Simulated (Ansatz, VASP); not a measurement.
# WC (Qusongite): VASP beside Ansatz

Wanted: the spread between two codes on one cell, functional and k mesh. The cell is taken from a series of runs on this material, whose earlier steps may have relaxed, scaled, displaced or heated it; both programs get it as it stands.

Program: Ansatz 0.2.0. Level of theory: plane waves, with VASP 6.6.1 beside it; LDA. Results are calculated unless marked as measured.

### Step 1. Set-up

Symmetry: P-6m2, No. 187, hexagonal system. The conventional cell has a = 2.896 Å, b = 2.896 Å, c = 2.757 Å, α = 90.00°, β = 90.00°, γ = 120.00°. Nearest to C lie 6 W at 2.17 Å. Nearest to W lie 6 C at 2.17 Å. Farther neighbours are not listed.

Coordinates:

```
C W
1.0
     2.89592    0.00000    0.00000
    -1.44796    2.50794    0.00000
     0.00000    0.00000    2.75658
C W
1 1
Cartesian
  1.4480 0.8360 1.3783
  -1.4480 2.5079 0.0000
```

### Step 2. VASP: zone-centre phonons, LDA

Second derivatives magnify differences that forces hide, and they need a tight electronic threshold.

Lines of VASP's logs that name or quote its potential files are left out, and so is its time.

Input file INCAR:

```
SYSTEM = WC
PREC = Accurate
ENCUT = 600
EDIFF = 1E-08
NELM = 120
ISMEAR = 1
SIGMA = 0.2
LREAL = .FALSE.
ALGO = Normal
GGA = PW92
NBANDS = 11
LASPH = .TRUE.
LORBIT = 11
LWAVE = .FALSE.
LCHARG = .FALSE.
ISIF = 2
IBRION = 8
GGA_COMPAT = .FALSE.
KPAR = 2
```

Input file POSCAR:

```
WC
1.0
    2.8959199397      0.0000000000      0.0000000000
   -1.4479599698      2.5079402351      0.0000000000
    0.0000000000      0.0000000000      2.7565763867
C W
1 1
Direct
    0.6666666702      0.3333333298      0.5000000000
    0.0000000035      0.9999999965      0.0000000000
```

Input file KPOINTS:

```
Automatic mesh
0
Gamma
18 18 16
0 0 0
```

Potentials, in the order of the species: C and W (LDA family, release 64).

The run is started by

```sh
$ mpirun -np 2 vasp_std
```

Numbers of over 12 decimals in the logs are rounded to 6 here.

Output:

```text
[banner, memory and clock lines left out]
running    2 mpi-ranks, on    1 nodes
 distrk:  each k-point on    1 cores,    2 groups
 distr:  one band on    1 cores,    1 groups

 POSCAR found type information on POSCAR C W
 POSCAR found :  2 types and       2 ions
|                                                                             |
|               ----> ADVICE to this user running VASP <----                  |
|                                                                             |
|     You enforced a specific xc type in the INCAR file but a different       |
|     [... a line on the potential file left out ...]
|     I HOPE YOU KNOW WHAT YOU ARE DOING!                                     |
|                                                                             |

 LDA part: xc-table for (Slater(with rela. corr.)+PW92), standard interpolation
 POSCAR, INCAR and KPOINTS ok, starting setup
 FFT: planning ... GRIDC
 FFT: planning ... GRID_SOFT
 FFT: planning ... GRID
 WAVECAR not read
 entering main loop
       N       E                     dE             d eps       ncg     rms          rms(c)
DAV:   1     0.245744879491E+02    0.24574E+02   -0.54826E+03  7326   0.925E+02
DAV:   2    -0.260551885216E+02   -0.50630E+02   -0.48272E+02  8681   0.204E+02
DAV:   3    -0.279654059657E+02   -0.19102E+01   -0.18923E+01  9077   0.340E+01
DAV:   4    -0.279755860481E+02   -0.10180E-01   -0.10177E-01  7913   0.287E+00
DAV:   5    -0.279756183909E+02   -0.32343E-04   -0.32342E-04  8807   0.167E-01    0.360E+01
DAV:   6    -0.249214211140E+02    0.30542E+01   -0.13523E+01  8321   0.224E+01    0.115E+01
DAV:   7    -0.248404354365E+02    0.80986E-01   -0.66602E-01  7539   0.673E+00    0.860E+00
DAV:   8    -0.247965401683E+02    0.43895E-01   -0.10206E-01  8006   0.237E+00    0.260E+00
DAV:   9    -0.247890322716E+02    0.75079E-02   -0.17542E-02  7980   0.843E-01    0.102E-01
DAV:  10    -0.247889755448E+02    0.56727E-04   -0.81139E-04  8304   0.253E-01    0.174E-01
DAV:  11    -0.247889595779E+02    0.15967E-04   -0.89500E-05  8775   0.653E-02    0.755E-03
DAV:  12    -0.247889583993E+02    0.11786E-05   -0.48285E-06  8066   0.157E-02    0.935E-03
DAV:  13    -0.247889583775E+02    0.21806E-07   -0.26998E-07  8302   0.499E-03    0.105E-03
DAV:  14    -0.247889583781E+02   -0.60072E-09   -0.28997E-09  4632   0.458E-04
   1 F= -.24788958E+02 E0= -.24788667E+02  d E =-.873367E-03
 Linear response reoptimize wavefunctions to high precision
DAV:   1    -0.247889583789E+02   -0.82809E-09   -0.20760E-09  7568   0.347E-04
DAV:   2    -0.247889583789E+02    0.84128E-11   -0.58324E-11  3861   0.738E-05
 Linear response DOF=           4
 Linear response progress:
  Degree of freedom:   1/  4
       N       E                     dE             d eps       ncg     rms          rms(c)
RMM:   1    -0.120764548880E+00   -0.12076E+00    0.29800E-02 74132   0.210E+00
RMM:   2    -0.116682116341E+00    0.40824E-02   -0.23506E-03 50542   0.446E-01    0.228E-01
RMM:   3    -0.116902858686E+00   -0.22074E-03   -0.54144E-04 47915   0.157E-01    0.119E-01
RMM:   4    -0.117719100103E+00   -0.81624E-03   -0.37874E-04 48491   0.125E-01    0.271E-02
RMM:   5    -0.117690718290E+00    0.28382E-04   -0.50522E-06 52755   0.190E-02    0.117E-03
RMM:   6    -0.117704531706E+00   -0.13813E-04   -0.10234E-07 53907   0.244E-03    0.490E-04
RMM:   7    -0.117701196785E+00    0.33349E-05    0.70901E-08 54595   0.402E-04    0.733E-05
RMM:   8    -0.117701338984E+00   -0.14220E-06    0.64177E-08 54343   0.858E-05    0.318E-05
RMM:   9    -0.117701245018E+00    0.93966E-07    0.16209E-08 56202   0.217E-05    0.487E-06
RMM:  10    -0.117701229078E+00    0.15940E-07    0.17171E-09 52578   0.460E-06    0.186E-06
RMM:  11    -0.117701224896E+00    0.41817E-08   -0.19902E-09 45211   0.219E-06    0.517E-07
 first order change of Fermi-energy   0.46831E-05
 force on displaced ion       1 direction 1 : -17.913   0.002   0.000
 Linear response progress:
  Degree of freedom:   2/  4
       N       E                     dE             d eps       ncg     rms          rms(c)
RMM:   1    -0.124111159602E+00   -0.12411E+00    0.30530E-02 26019   0.216E+00
RMM:   2    -0.120310867754E+00    0.38003E-02   -0.25674E-03 17916   0.467E-01    0.197E-01
RMM:   3    -0.120398119652E+00   -0.87252E-04   -0.83275E-04 16885   0.189E-01    0.947E-02
RMM:   4    -0.121333823472E+00   -0.93570E-03   -0.55863E-04 17122   0.145E-01    0.208E-02
RMM:   5    -0.121338703842E+00   -0.48804E-05   -0.10124E-05 18484   0.242E-02    0.263E-03
RMM:   6    -0.121363833817E+00   -0.25130E-04   -0.56161E-07 18438   0.458E-03    0.462E-04
RMM:   7    -0.121363501306E+00    0.33251E-06   -0.26026E-08 19452   0.529E-04    0.188E-04
RMM:   8    -0.121362622757E+00    0.87855E-06   -0.51238E-08 18827   0.910E-05    0.159E-05
RMM:   9    -0.121362598406E+00    0.24351E-07   -0.23303E-08 19567   0.176E-05    0.713E-06
RMM:  10    -0.121362576085E+00    0.22321E-07   -0.86807E-10 19303   0.760E-06    0.466E-07
RMM:  11    -0.121362576385E+00   -0.30000E-09   -0.99234E-10 13199   0.169E-06    0.298E-07
 first order change of Fermi-energy   0.28782E-03
 force on displaced ion       1 direction 3 :  -0.000  -0.000 -16.957
 Linear response progress:
  Degree of freedom:   3/  4
       N       E                     dE             d eps       ncg     rms          rms(c)
RMM:   1    -0.111456638782E+00   -0.11146E+00   -0.84825E-02 64736   0.189E+00
RMM:   2    -0.108462433866E+00    0.29942E-02   -0.17887E-03 49647   0.333E-01    0.214E-01
RMM:   3    -0.107614146445E+00    0.84829E-03   -0.29616E-04 51962   0.109E-01    0.125E-01
RMM:   4    -0.107263742336E+00    0.35040E-03   -0.45767E-04 52056   0.133E-01    0.186E-02
RMM:   5    -0.107291880732E+00   -0.28138E-04   -0.21127E-06 54245   0.146E-02    0.360E-03
RMM:   6    -0.107296881283E+00   -0.50006E-05   -0.85301E-07 54922   0.152E-03    0.114E-03
RMM:   7    -0.107297843402E+00   -0.96212E-06   -0.45652E-08 55175   0.661E-04    0.152E-04
RMM:   8    -0.107297157380E+00    0.68602E-06    0.38304E-08 55609   0.148E-04    0.148E-05
RMM:   9    -0.107297144082E+00    0.13298E-07    0.26144E-08 57044   0.289E-05    0.506E-06
RMM:  10    -0.107297135373E+00    0.87094E-08    0.42052E-09 56610   0.659E-06    0.259E-06
 first order change of Fermi-energy  -0.53370E-04
 force on displaced ion       2 direction 1 : -17.909   0.002   0.000
 Linear response progress:
  Degree of freedom:   4/  4
       N       E                     dE             d eps       ncg     rms          rms(c)
RMM:   1    -0.115526605253E+00   -0.11553E+00   -0.89991E-02 23614   0.195E+00
RMM:   2    -0.112148105906E+00    0.33785E-02   -0.20960E-03 17557   0.374E-01    0.172E-01
RMM:   3    -0.111512837155E+00    0.63527E-03   -0.21756E-04 18318   0.102E-01    0.952E-02
RMM:   4    -0.111419510593E+00    0.93327E-04   -0.36231E-04 18100   0.127E-01    0.138E-02
RMM:   5    -0.111443176819E+00   -0.23666E-04   -0.28127E-06 19150   0.122E-02    0.385E-03
RMM:   6    -0.111454600017E+00   -0.11423E-04   -0.16397E-07 19148   0.150E-03    0.117E-03
RMM:   7    -0.111457141056E+00   -0.25410E-05    0.13964E-08 19205   0.661E-04    0.197E-04
RMM:   8    -0.111457073551E+00    0.67505E-07    0.11826E-07 19453   0.118E-04    0.753E-05
RMM:   9    -0.111456682837E+00    0.39071E-06   -0.50890E-09 19829   0.444E-05    0.500E-06
RMM:  10    -0.111456678862E+00    0.39745E-08   -0.58184E-09 19630   0.727E-06    0.183E-06
 first order change of Fermi-energy  -0.42923E-03
 force on displaced ion       2 direction 3 :   0.000  -0.000 -16.953
 Linear response finished
```

Parts of OUTCAR (step 2):

```text
ion  position               nearest neighbor table
   1  0.667  0.333  0.500-   2 2.17   2 2.17   2 2.17   2 2.17   2 2.17   2 2.17
   2  0.000  1.000  0.000-   1 2.17   1 2.17   1 2.17   1 2.17   1 2.17   1 2.17

  LATTYP: Found a hexagonal cell.
 ALAT       =     2.8959199397
 C/A-ratio  =     0.9518828020

 Subroutine GETGRP returns: Found 12 space group operations
 (whereof 12 operations were pure point group operations)

The static configuration has the point symmetry D_3h.

 Found    333 irreducible k-points:

   k-points           NKPTS =    333   k-points in BZ     NKDIM =    333   number of bands    NBANDS=     11

   dimension x,y,z NGX =    24 NGY =   24 NGZ =   24
   dimension x,y,z NGXF=    48 NGYF=   48 NGZF=   48

   ENCUT  =  600.0 eV  44.10 Ry    6.64 a.u.   5.78  5.78  5.51*2*pi/ulx,y,z

   NELECT =      10.0000    total number of electrons

 k-points in reciprocal lattice and weights: Automatic mesh
   0.00000000  0.00000000  0.00000000       0.000
   0.05555556 -0.00000000  0.00000000       0.001
   0.11111111 -0.00000000  0.00000000       0.001
   0.16666667  0.00000000  0.00000000       0.001
   0.22222222  0.00000000  0.00000000       0.001
   0.27777778 -0.00000000  0.00000000       0.001
   0.33333333  0.00000000  0.00000000       0.001
   0.38888889  0.00000000  0.00000000       0.001
   0.44444444  0.00000000  0.00000000       0.001
[...]
0.33333333  0.27777778  0.50000000       0.002
   0.33333333  0.33333333  0.50000000       0.000

 average (electrostatic) potential at core
       1 -49.7769       2 -37.0176

  Total        0.0472543      0.0472543      2.4731149      0.0000000     -0.0000000      0.0000000
  in kB        3.7816236      3.7816236    197.9160939      0.0000000     -0.0000000      0.0000000
  external PRESSURE =      68.4931137 kB  Pullay stress =       0.0000000 kB

  energy-cutoff  :      600.00
  volume of cell :       20.02
      direct lattice vectors                 reciprocal lattice vectors
     2.895919940  0.000000000  0.000000000     0.345313414  0.199366792  0.000000000
    -1.447959970  2.507940235  0.000000000     0.000000000  0.398733585  0.000000000
     0.000000000  0.000000000  2.756576387     0.000000000  0.000000000  0.362768833

 POSITION                                       TOTAL-FORCE (eV/Angst)
 -----------------------------------------------------------------------------------
      1.44796      0.83598      1.37829        -0.000000      0.000000      0.000000
     -1.44796      2.50794      0.00000         0.000000      0.000000      0.000000
 -----------------------------------------------------------------------------------
    total drift:                               -0.000004      0.000002      0.000000

 Eigenvectors and eigenvalues of the dynamical matrix
 ----------------------------------------------------

   1 f  =   19.705128 THz   123.810973 2PiTHz  657.292333 cm-1    81.493826 meV
             X         Y         Z           dx          dy          dz
      1.447960  0.835980  1.378288     0.725382    0.642267   -0.000000
     -1.447960  2.507940  0.000000    -0.185389   -0.164147    0.000000

   2 f  =   19.705128 THz   123.810973 2PiTHz  657.292333 cm-1    81.493826 meV
             X         Y         Z           dx          dy          dz
      1.447960  0.835980  1.378288    -0.642267    0.725382    0.000000
     -1.447960  2.507940  0.000000     0.164147   -0.185389    0.000000

   3 f  =   19.172113 THz   120.461939 2PiTHz  639.512853 cm-1    79.289453 meV
             X         Y         Z           dx          dy          dz
      1.447960  0.835980  1.378288     0.000000    0.000000    0.968858
     -1.447960  2.507940  0.000000    -0.000000    0.000000   -0.247615

   4 f/i=    0.000434 THz     0.002724 2PiTHz    0.014463 cm-1     0.001793 meV
             X         Y         Z           dx          dy          dz
      1.447960  0.835980  1.378288    -0.000000    0.000000   -0.247615
     -1.447960  2.507940  0.000000     0.000000    0.000000   -0.968858

   5 f/i=    0.000438 THz     0.002753 2PiTHz    0.014614 cm-1     0.001812 meV
             X         Y         Z           dx          dy          dz
      1.447960  0.835980  1.378288     0.242519    0.049978    0.000000
     -1.447960  2.507940  0.000000     0.948918    0.195551    0.000000

   6 f/i=    0.000438 THz     0.002753 2PiTHz    0.014614 cm-1     0.001812 meV
             X         Y         Z           dx          dy          dz
      1.447960  0.835980  1.378288     0.049978   -0.242519    0.000000
     -1.447960  2.507940  0.000000     0.195551   -0.948918    0.000000

 ELASTIC MODULI CONTR FROM IONIC RELAXATION (kBar)
 Direction    XX          YY          ZZ          XY          YZ          ZX
 --------------------------------------------------------------------------------
 XX        -202.3652    202.3652     -0.0000     -0.0000      0.0000      0.0000
 YY         202.3652   -202.3652      0.0000     -0.0000     -0.0000     -0.0000
 ZZ          -0.0000      0.0000     -0.0000     -0.0000      0.0000      0.0000
 XY          -0.0000     -0.0000     -0.0000   -202.3652      0.0000      0.0000
 YZ           0.0000     -0.0000      0.0000      0.0000     -0.0000     -0.0000
 ZX           0.0000     -0.0000      0.0000      0.0000     -0.0000     -0.0000
 --------------------------------------------------------------------------------
```

(Continued in part 2 of 2.)

[Lines on the potential files, build, host, timing and source positions are cut from VASP's logs without a mark.]

[Logs are printed without paths, hosts, clocks, repeated set-up lines and the standing remarks that a program may print on its own settings, such as how far it seeks lower states.]

[Hosts, paths, dates, database ids (printed as entryN), source tags and the programs' standing remarks are cut or masked in the printed files.]
